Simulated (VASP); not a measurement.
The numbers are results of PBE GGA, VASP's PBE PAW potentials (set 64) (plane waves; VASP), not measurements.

The input files of a VASP run:

**KPOINTS**
```
Automatic
0
Gamma
5 5 5
0 0 0
```

POSCAR:
```
W
1
   -1.5458720000     1.5458720000     1.5458720000
    1.5458720000    -1.5458720000     1.5458720000
    1.5458720000     1.5458720000    -1.5458720000
W
1
Direct
  0.0000000000   0.0000000000   0.0000000000
```

INCAR:
```
SYSTEM  =  W
PREC  =  Accurate; ENCUT  =  300; LREAL  =  .FALSE.
LASPH  =  .TRUE.
EDIFF  =  1E-6; NELM  =  100; ALGO  =  Normal
LMAXMIX  =  6
ISMEAR  =  -1; SIGMA  =  0.1
GGA  =  PE
ISIF  =  2
LWAVE  =  .FALSE.; LCHARG  =  .FALSE.
```

POTCAR, in this order: W_sv (PBE.64 set). Program: vasp_std.

Output of the run:

**OSZICAR**
```
       N       E                     dE             d eps       ncg     rms          rms(c)
DAV:   1     0.469339965509E+02    0.46934E+02   -0.57218E+03   228   0.103E+03
DAV:   2    -0.125296933756E+02   -0.59464E+02   -0.57094E+02   241   0.247E+02
DAV:   3    -0.134430569507E+02   -0.91336E+00   -0.90904E+00   250   0.311E+01
DAV:   4    -0.134464100003E+02   -0.33530E-02   -0.33530E-02   232   0.216E+00
DAV:   5    -0.134464330585E+02   -0.23058E-04   -0.23058E-04   244   0.171E-01    0.239E+01
DAV:   6    -0.130097766328E+02    0.43666E+00   -0.46579E-01   229   0.933E+00    0.102E+01
DAV:   7    -0.128796823185E+02    0.13009E+00   -0.28867E-01   229   0.692E+00    0.543E-01
DAV:   8    -0.128752388603E+02    0.44435E-02   -0.32823E-03   220   0.859E-01    0.748E-02
DAV:   9    -0.128752516763E+02   -0.12816E-04   -0.55710E-05   232   0.904E-02    0.553E-02
DAV:  10    -0.128752404455E+02    0.11231E-04   -0.15169E-05   226   0.563E-02    0.725E-03
DAV:  11    -0.128752417625E+02   -0.13170E-05   -0.91034E-08   116   0.375E-03    0.607E-04
DAV:  12    -0.128752414723E+02    0.29012E-06   -0.77636E-09   110   0.110E-03
   1 F= -.12875241E+02 E0= -.12870215E+02  d E =-.100535E-01
```

### OUTCAR
```
------------------------ aborting loop because EDIFF is reached ----------------------------------------
  FORCE on cell =-STRESS in cart. coord.  units (eV):
  Direction    XX          YY          ZZ          XY          YZ          ZX
  --------------------------------------------------------------------------------------
  Total        2.9728884      2.9728884      2.9728884      0.0000000     -0.0000000      0.0000000
  in kB      322.3358505    322.3358505    322.3358505      0.0000000     -0.0000000      0.0000000
  external PRESSURE =     322.3358505 kB  Pullay stress =       0.0000000 kB
  volume of cell :       14.78
      direct lattice vectors                 reciprocal lattice vectors
    -1.545872000  1.545872000  1.545872000     0.000000000  0.323442044  0.323442044
     1.545872000 -1.545872000  1.545872000     0.323442044  0.000000000  0.323442044
     1.545872000  1.545872000 -1.545872000     0.323442044  0.323442044  0.000000000
 POSITION                                       TOTAL-FORCE (eV/Angst)
 -----------------------------------------------------------------------------------
      0.00000      0.00000      0.00000        -0.000000     -0.000000     -0.000000
 -----------------------------------------------------------------------------------
    total drift:                                0.000000     -0.000000     -0.000000
  FREE ENERGIE OF THE ION-ELECTRON SYSTEM (eV)
  ---------------------------------------------------
  free  energy   TOTEN  =       -12.8752414723 eV

  energy  without entropy=      -12.8651879849  energy(sigma->0) =      -12.87021473
```
(Selected blocks of OUTCAR.)

At this cut-off the stress carries a Pulay error, which pulls relaxed volumes low.

The structure is a typed W crystal (Im-3m). The cell was not relaxed at this level. The k-mesh is coarse (spacing up to 0.57 per Å, 2π included), so the numbers may not be converged in it. The run is one of a series of settings (KPOINTS 5×5×5 Γ-centred mesh against the base run), some of them coarse on purpose.
